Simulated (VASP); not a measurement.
Crystal: Ca.

```xyz
1
Lattice="0.0000 2.7942 2.7942 2.7942 0.0000 2.7942 2.7942 2.7942 0.0000" Properties=species:S:1:pos:R:3 pbc="T T T"
Ca    0.0000    0.0000    0.0000
```

```yaml
Program: VASP 6.6.1
Task: relaxation of cell and atoms
Functional: PBEsol
Potentials_or_basis: VASP PAW PBE potentials, release 64 (Ca_sv)
Cutoff: 600 eV
k_mesh: 12 × 12 × 12
Occupations: methfessel-paxton, width 0.1 eV
Spin: no spin polarisation
```

At the start: pressure -1.1 GPa; volume 43.63 Å³/atom.

How do energy, volume and symmetry change on relaxing?

Over 3 steps the energy falls by 10.7 meV/atom and the volume is 40.65 Å³/atom (-6.8 %); space group Fm-3m (No. 225, to 0.05 Å).

The path:
| step | energy change (eV) | largest force (eV/Å) | pressure (GPa) | volume (Å³) |
| --- | --- | --- | --- | --- |
| 1 | 0.0000 | 0.0000 | -1.13 | 43.63 |
| 2 | -0.0094 | 0.0000 | -0.43 | 41.71 |
| 3 | -0.0107 | 0.0000 | 0.01 | 40.65 |

Final structure:
```cif
data_structure
_symmetry_space_group_name_H-M 'P 1'
_symmetry_Int_Tables_number 1
_cell_length_a 3.8595
_cell_length_b 3.8595
_cell_length_c 3.8595
_cell_angle_alpha 60.000
_cell_angle_beta 60.000
_cell_angle_gamma 60.000
_cell_volume 40.65
loop_
_atom_site_label
_atom_site_type_symbol
_atom_site_fract_x
_atom_site_fract_y
_atom_site_fract_z
_atom_site_occupancy
Ca1 Ca 0.00000 0.00000 0.00000 1
```

Caveat: the PAW data sets were made with another functional, which shifts forces and pressure a little.
